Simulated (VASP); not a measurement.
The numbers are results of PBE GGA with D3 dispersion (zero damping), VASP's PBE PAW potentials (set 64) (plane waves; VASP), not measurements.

A VASP calculation is set up with these files.

INCAR:
```
EDIFF  =  1E-7   ! SCF stop (eV)
SIGMA  =  0.05   ! width (eV)
ISIF  =  2
LASPH  =  .TRUE.
ALGO  =  Normal   ! blocked Davidson
SYSTEM  =  BP
ENCUT  =  520
GGA  =  PE   ! PBE
NELM  =  100   ! most electronic steps
ISMEAR  =  0
LREAL  =  .FALSE.   ! projection in real space or not
LWAVE  =  .FALSE.
IVDW  =  11   ! D3, zero damping
PREC  =  Accurate
LCHARG  =  .FALSE.
```

**POSCAR**
```
BP
1
    0.0000000000     2.2617657445     2.2617657445
    2.2617657445     0.0000000000     2.2617657445
    2.2617657445     2.2617657445     0.0000000000
B P
1 1
Direct
  0.0000000000   0.0000000000   0.0000000000
  0.2500000000   0.2500000000   0.2500000000
```

File KPOINTS:
```
Automatic mesh
0
Gamma
10 10 10
0 0 0
```

POTCAR, in this order: B P (PBE.64 set). Program: vasp_std.

The resulting files:

File OUTCAR:
```
 ion  position               nearest neighbor table
   1  0.000  0.000  0.000-   2 1.96   2 1.96   2 1.96   2 1.96
   2  0.250  0.250  0.250-   1 1.96   1 1.96   1 1.96   1 1.96
  LATTYP: Found a face centered cubic cell.
 ALAT       =     4.5235314890
 Subroutine PRICEL returns:
 Original cell was already a primitive cell.
 Subroutine GETGRP returns: Found 24 space group operations
The static configuration has the point symmetry T_d .
The dynamic configuration has the point symmetry T_d .
 Subroutine INISYM returns: Found 24 space group operations
 Subroutine IBZKPT returns following result:
 Found     47 irreducible k-points:

 Following reciprocal coordinates:
            Coordinates               Weight
  0.000000  0.000000  0.000000      1.000000
  0.100000  0.000000  0.000000      8.000000
  0.200000  0.000000  0.000000      8.000000
  0.300000  0.000000  0.000000      8.000000
  0.400000  0.000000  0.000000      8.000000
  0.500000  0.000000  0.000000      4.000000
  0.100000  0.100000  0.000000      6.000000
  0.200000  0.100000  0.000000     24.000000
  0.300000  0.100000  0.000000     24.000000
  0.400000  0.100000  0.000000     24.000000
  0.500000  0.100000  0.000000     24.000000
 -0.400000  0.100000  0.000000     24.000000
 -0.300000  0.100000  0.000000     24.000000
 -0.200000  0.100000  0.000000     24.000000
 -0.100000  0.100000  0.000000     12.000000
  0.200000  0.200000  0.000000      6.000000
  0.300000  0.200000  0.000000     24.000000
  0.400000  0.200000  0.000000     24.000000
  0.500000  0.200000  0.000000     24.000000
 -0.400000  0.200000  0.000000     24.000000
 -0.300000  0.200000  0.000000     24.000000
 -0.200000  0.200000  0.000000     12.000000
  0.300000  0.300000  0.000000      6.000000
  0.400000  0.300000  0.000000     24.000000
  0.500000  0.300000  0.000000     24.000000
 -0.400000  0.300000  0.000000     24.000000
 -0.300000  0.300000  0.000000     12.000000
  0.400000  0.400000  0.000000      6.000000
  0.500000  0.400000  0.000000     24.000000
 -0.400000  0.400000  0.000000     12.000000
  0.500000  0.500000  0.000000      3.000000
  0.300000  0.200000  0.100000     24.000000
  0.400000  0.200000  0.100000     48.000000
  0.500000  0.200000  0.100000     48.000000
 -0.400000  0.200000  0.100000     24.000000
  0.400000  0.300000  0.100000     24.000000
  0.500000  0.300000  0.100000     48.000000
 -0.400000  0.300000  0.100000     48.000000
 -0.300000  0.300000  0.100000     48.000000
 -0.200000  0.300000  0.100000     24.000000
   k-points           NKPTS =     47   k-points in BZ     NKDIM =     47   number of bands    NBANDS=      8
   number of dos      NEDOS =    301   number of ions     NIONS =      2
   total plane-waves  NPLWV =  13824
   dimension x,y,z NGX =    24 NGY =   24 NGZ =   24
   dimension x,y,z NGXF=    48 NGYF=   48 NGZF=   48
   ions per type =               1   1
   PREC   = accura    normal or accurate (medium, high low for compatibility)
   ISTART =      0    job   : 0-new  1-cont  2-samecut
   ICHARG =      2    charge: 1-file 2-atom 10-const
   ISPIN  =      1    spin polarized calculation?
   LNONCOLLINEAR =      F non collinear calculations
   LSORBIT =      F    spin-orbit coupling
   INIWAV =      1    electr: 0-lowe 1-rand  2-diag
   ENCUT  =  520.0 eV  38.22 Ry    6.18 a.u.   5.95  5.95  5.95*2*pi/ulx,y,z
   NELM   =    100;   NELMIN=  2; NELMDL= -5     # of ELM steps
   EDIFF  = 0.1E-06   stopping-criterion for ELM
   LREAL  =      F    real-space projection
   NLSPLINE    = F    spline interpolate recip. space projectors
   LMAXMIX     =    2 max onsite mixed and CHGCAR
...
```

**OSZICAR**
```
       N       E                     dE             d eps       ncg     rms          rms(c)
DAV:   1     0.101924643046E+02    0.10192E+02   -0.40712E+03   752   0.893E+02
DAV:   2    -0.134024005105E+02   -0.23595E+02   -0.23051E+02  1184   0.111E+02
DAV:   3    -0.136555820270E+02   -0.25318E+00   -0.25318E+00   880   0.153E+01
DAV:   4    -0.136561303168E+02   -0.54829E-03   -0.54829E-03  1192   0.752E-01
DAV:   5    -0.136561306805E+02   -0.36367E-06   -0.36366E-06   936   0.147E-02    0.731E+00
DAV:   6    -0.130294710824E+02    0.62666E+00   -0.16714E+00   800   0.712E+00    0.399E+00
DAV:   7    -0.129357187743E+02    0.93752E-01   -0.27044E-01  1144   0.317E+00    0.131E+00
DAV:   8    -0.129274979530E+02    0.82208E-02   -0.28685E-02   832   0.117E+00    0.221E-01
DAV:   9    -0.129278042020E+02   -0.30625E-03   -0.49590E-04  1056   0.206E-01    0.126E-01
DAV:  10    -0.129279984327E+02   -0.19423E-03   -0.28321E-04   864   0.133E-01    0.261E-02
DAV:  11    -0.129280094654E+02   -0.11033E-04   -0.13808E-05  1056   0.325E-02    0.327E-02
DAV:  12    -0.129280101929E+02   -0.72751E-06   -0.32008E-06   816   0.117E-02    0.655E-03
DAV:  13    -0.129280101493E+02    0.43647E-07   -0.70122E-08   680   0.233E-03
   1 F= -.13279384E+02 E0= -.13279384E+02  d E =-.212273E-16
```

**OUTCAR**
```
------------------------ aborting loop because EDIFF is reached ----------------------------------------
 Edisp (eV)   -0.35137
  FORCE on cell =-STRESS in cart. coord.  units (eV):
  Direction    XX          YY          ZZ          XY          YZ          ZX
  --------------------------------------------------------------------------------------
  Total       0.00037     0.00037     0.00037    -0.00000     0.00000    -0.00000
  in kB       0.02560     0.02560     0.02560    -0.00000     0.00000    -0.00000
  external pressure =        0.03 kB  Pullay stress =        0.00 kB
  volume of cell :       23.14
      direct lattice vectors                 reciprocal lattice vectors
     0.000000000  2.261765744  2.261765744    -0.221066218  0.221066218  0.221066218
     2.261765744  0.000000000  2.261765744     0.221066218 -0.221066218  0.221066218
     2.261765744  2.261765744  0.000000000     0.221066218  0.221066218 -0.221066218
  FREE ENERGIE OF THE ION-ELECTRON SYSTEM (eV)
  ---------------------------------------------------
  free  energy   TOTEN  =       -13.2793843167 eV

  energy  without entropy=      -13.2793843167  energy(sigma->0) =      -13.27938432
```
(Selected blocks of OUTCAR.)

The compound is BP in the zinc blende structure. It was relaxed first.
